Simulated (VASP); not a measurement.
A convergence study with VASP on Se (space group P3_121): one setting is varied, all else stays as given below, so the limit is that of these other settings.

```
CELL_PARAMETERS angstrom
      2.19156    -3.79589     0.00000
      2.19156     3.79589     0.00000
      0.00000     0.00000     4.96485
ATOMIC_POSITIONS crystal
  Se 0.00000 0.22500 0.66667
  Se 0.77500 0.77500 0.00000
  Se 0.22500 0.00000 0.33333
```

The numbers are results of LDA (Ceperley-Alder, Perdew-Zunger), VASP's LDA PAW potentials (set 64) (plane waves; VASP 6.6.1), not measurements. The tightest run used: 300 eV cut-off, 8×8×7 Γ-centred mesh, Gaussian smearing of 0.010 eV, potentials Se.

Task: The settings run are 3×3×2 mesh; 4×4×3 mesh; 5×5×4 mesh; 6×6×4 mesh; 8×8×7 mesh. From which on does the highest Γ mode stay within 1 cm⁻¹ of the tightest run?

Result: From 4×4×3 mesh on: it is off by 0.8 there and by no more than 1 in any finer run, while 3×3×2 mesh is off by 6.4.
| setting | highest Γ mode (cm⁻¹) | irreducible k-points | difference judged (cm⁻¹) |
|---|---|---|---|
| 3×3×2 mesh | 236.5 | 6 | 6.4 |
| 4×4×3 mesh | 229.3 | 9 | 0.8 |
| 5×5×4 mesh | 230.2 | 17 | 0.1 |
| 6×6×4 mesh | 230.2 | 24 | 0.1 |
| 8×8×7 mesh | 230.1 | 55 | 0.0 |

Left out are rungs that failed or repeat a setting and relaxations that didn't move; long series are thinned to 24 rows.

The structure is a typed Se crystal (space group no. 152). The cell was not relaxed at this level, forces remain on its atoms.
